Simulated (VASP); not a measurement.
## Cutoff convergence: HfN

System: HfN (rock salt type, first atom moved by 0.06 Å along [111]), 2 atoms in the cell.

```yaml
crystal:
  lattice:
    - [0.00000, 2.26500, 2.26500]
    - [2.26500, 0.00000, 2.26500]
    - [2.26500, 2.26500, 0.00000]
  atoms:
    - { symbol: Hf, position: [0.00765, 0.00765, 0.00765] }
    - { symbol: N, position: [0.50000, 0.50000, 0.50000] }
```
Lattice in Å, positions in fractions of it.

These are results of HSE06, plane waves, standard recommended PAW potentials (VASP 6.6.1), not measurements.

Orbitals from an earlier step on the same cell; potentials Hf_pv N; PREC = Normal; HFSCREEN = 0.208; HFRCUT = 0; PRECFOCK = Fast; k-mesh 4×4×4 Γ-centred; Fermi–Dirac smearing of 0.1 eV; no spin polarisation; no spin–orbit coupling.

At 520 eV the pressure at a fixed basis is -5.52 GPa. Another run of the series gave -6.12 GPa at a fixed basis and an energy -0.5 meV/atom from the top run.

Problem. Which cutoff did it use?
A. 360 eV
B. 460 eV
C. 400 eV

Solution. B. The series:

```csv
cutoff (eV),E − E(top) (meV/atom),pressure at fixed basis (GPa),rms force change (meV/Å)
360,13.1,-12.77,7.6
400,2.6,-8.77,0.0
460,-0.5,-6.12,0.3
520,0.0,-5.52,0.0
```

The k-mesh is coarse, so these values belong to this mesh and can lie far from the converged ones. Potentials made with PBE were used with another functional.

TOTEN holds a cutoff-dependent correction for the basis error of the free atoms, and the grids can change too, so it isn't variational and can rise with the cutoff.
